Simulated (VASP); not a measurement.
The input files of a VASP run:

**INCAR**
```
SYSTEM = PtTe2
PREC = Accurate
ISMEAR = -5   ! tetrahedra, Bloechl
ISIF = 2
EDIFF = 1E-7   ! SCF stop (eV)
LEFG = .True.
LWAVE = .False.
LCHARG = .True.
NEDOS = 601   ! DOS grid
ENCUT = 520   ! plane-wave cut-off (eV)
NELM = 100   ! most electronic steps
LREAL = .False.   ! projection in real space or not
LMAXMIX = 6
ALGO = Normal
LORBIT = 11
GGA = RP   ! RPBE
LASPH = .True.   ! aspherical one-centre terms
```

File POSCAR:
```
PtTe2
1
    2.0506506542    -3.5518307249     0.0000000000
    2.0506506542     3.5518307249     0.0000000000
   -0.0000000000    -0.0000000000     5.6751231680
Te Pt
2 1
Direct
  0.3333330000   0.6666670000   0.2411895579
  0.6666670000   0.3333330000   0.7588104421
  0.0000000000   0.0000000000   0.0000000000
```

### KPOINTS
```
Automatic mesh
0
Gamma
10 10 6
0 0 0
```

POTCAR, in this order: Te Pt (PBE.64 set). Program: vasp_std.

Question: Translate this RPBE calculation to Ansatz.

Answer: One equivalent input (not run):
Ansatz 0.2 input:
```yaml
crystal:
  lattice:
    - [2.0506507, -3.5518307, 0.0000000]
    - [2.0506507, 3.5518307, 0.0000000]
    - [0.0000000, 0.0000000, 5.6751232]
  atoms:
    - { symbol: Te, position: [0.3333330, 0.6666670, 0.2411896] }
    - { symbol: Te, position: [0.6666670, 0.3333330, 0.7588104] }
    - { symbol: Pt, position: [0.0000000, 0.0000000, 0.0000000] }
kpoints:
  mp_grid: { grid: [10, 10, 6] }
hamiltonian:
  xc: rpbe
  pseudopotentials: { kind: paw }
scf:
  occupations: { method: tetrahedron }
  max_iter: 100
output: { forces: true, stress: true, eigenvalues: true }
```
The two are equivalent in intent, not identical: each code has its own PAW files, so the cut-off isn't converted (ENCUT is set for VASP's; basis.ecutwfc is left out, and Ansatz then takes the one that its files recommend); Ansatz stops its SCF on the density residual and VASP on the energy change (EDIFF); the field gradients of LEFG aren't asked of the other code.

The compound is PtTe2 in the 1T layered structure. It was relaxed first, which changed the volume by +13 %.
